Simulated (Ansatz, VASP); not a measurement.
# One calculation of RbLiAlH4, two programs

Contents of INCAR:

```
ALGO = Normal
EDIFF = 1E-6
ENCUT = 520
GGA = PE
ISIF = 2
ISMEAR = 0
LASPH = True
LCHARG = False
LREAL = False
LWAVE = False
NBANDS = 18
NELM = 100
PREC = Accurate
SIGMA = 0.1
```

KPOINTS

```
k-points
0
Gamma
  4 4 4
```

File POSCAR:

```
RbLiAlH4
1.0
    0.0000000000      3.3014066400      3.3014066400
    3.3014066400      0.0000000000      3.3014066400
    3.3014066400      3.3014066400      0.0000000000
Rb Li Al H
1 1 1 4
Direct
    0.0000000000      0.0000000000      0.0000000000
    0.2500000000      0.2500000000      0.2500000000
    0.5000000000      0.5000000000      0.5000000000
    0.4066084200      0.7801747400      0.4066084200
    0.4066084200      0.4066084200      0.4066084200
    0.7801747400      0.4066084200      0.4066084200
    0.4066084200      0.4066084200      0.7801747400
```

Input for Ansatz:

```yaml
crystal:
  lattice:
    - [0.0, 3.30140664, 3.30140664]
    - [3.30140664, 0.0, 3.30140664]
    - [3.30140664, 3.30140664, 0.0]
  atoms:
    - { symbol: Rb, position: [0.0, 0.0, 0.0] }
    - { symbol: Li, position: [0.25, 0.25, 0.25] }
    - { symbol: Al, position: [0.5, 0.5, 0.5] }
    - { symbol: H, position: [0.40660842, 0.78017474, 0.40660842] }
    - { symbol: H, position: [0.40660842, 0.40660842, 0.40660842] }
    - { symbol: H, position: [0.78017474, 0.40660842, 0.40660842] }
    - { symbol: H, position: [0.40660842, 0.40660842, 0.78017474] }
basis:
  ecutwfc: 420
kpoints:
  mp_grid: { grid: [4, 4, 4] }
hamiltonian:
  xc: pbe
scf:
  occupations: { method: gaussian, width: 0.1 }
  lower_state_search: "off"
output:
  forces: true
  stress: true
  eigenvalues: true
```

Alike in both runs: task single point; functional PBE; k mesh 4 × 4 × 4; occupations gaussian, width 0.1 eV; no spin polarisation.

```csv
,VASP,Ansatz
version,VASP 6.6.1,Ansatz 0.2.0
potentials or method,"VASP PAW PBE potentials, release 64 (Rb_sv, Li_sv, Al, H)","scalar-relativistic, plane waves, PAW"
plane-wave cutoff (eV),520,420
valence electrons in the cell,19,19
```

VASP gave:

```
gap on the k mesh at the Fermi level (eV) : none
rms of the force components (eV/Å)        : 9.609
```

Task: Which values does Ansatz return?

Result: gap on the k mesh at the Fermi level (eV): none; rms of the force components (eV/Å): 9.934.

Atom by atom the forces differ by 0.325 eV/Å (rms over components). A gap of «none» marks a metal or a gap that the smearing closes. The functional is the same, so the differences come from potentials, cutoffs and numerics.

Caveats: the k mesh is coarse (spacing up to 0.41 Å⁻¹), so the values aren't converged; forces of over 1 eV/Å show positions far from the minimum, so gaps and moduli don't describe the material at rest.
